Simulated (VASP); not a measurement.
Given:

```xyz
3
Lattice="0.0000 2.5930 2.5930 2.5930 0.0000 2.5930 2.5930 2.5930 0.0000" Properties=species:S:1:pos:R:3 pbc="T T T"
Ce     0.0000     0.0000     0.0000
O      1.2965     1.2965     1.2965
O      3.8896     3.8896     3.8896
```

Level of theory: PBEsol GGA, VASP's PBE PAW potentials (set 64) (plane waves; VASP). Settings: 620 eV cut-off, 7×7×7 Γ-centred mesh, Gaussian smearing of 0.050 eV, potentials Ce O.

Energy and stress use the plane-wave basis of the starting cell.

### Question
The ions, cell shape and volume at an external pressure of 45.0 GPa are relaxed. Which structure does the run end with?

### Answer

```xyz
3
Lattice="0.0000 2.5558 2.5558 2.5558 0.0000 2.5558 2.5558 2.5558 0.0000" Properties=species:S:1:pos:R:3 pbc="T T T"
Ce     0.0000     2.5558     2.5558
O      1.2779     1.2779     1.2779
O      3.8337     3.8337     3.8337
```
Space group Fm-3m (225), at a tolerance of 0.03 Å.

### Question
How do energy and volume change from the first to the last step?

### Answer
The energy (σ→0) changes by +114.6 meV/atom and the volume by -4.2 %, in 4 ionic steps.

| step | E(σ→0) (eV) | max force (eV/Å) | pressure (GPa) | volume (Å³) |
|---|---|---|---|---|
| 1 | -27.1661 | 0.000 | 30.03 | 34.87 |
| 2 | -25.2005 | 0.000 | 99.67 | 29.67 |
| 3 | -26.8393 | 0.000 | 44.24 | 33.45 |
| 4 | -26.8224 | 0.000 | 44.93 | 33.39 |

The compound is CeO2 in the fluorite structure. This run relaxes it under an external pressure of 45 GPa. Symmetry was kept, so distortions that lower it aren't found. The run is not spin-polarised, so no magnetic state was tried.
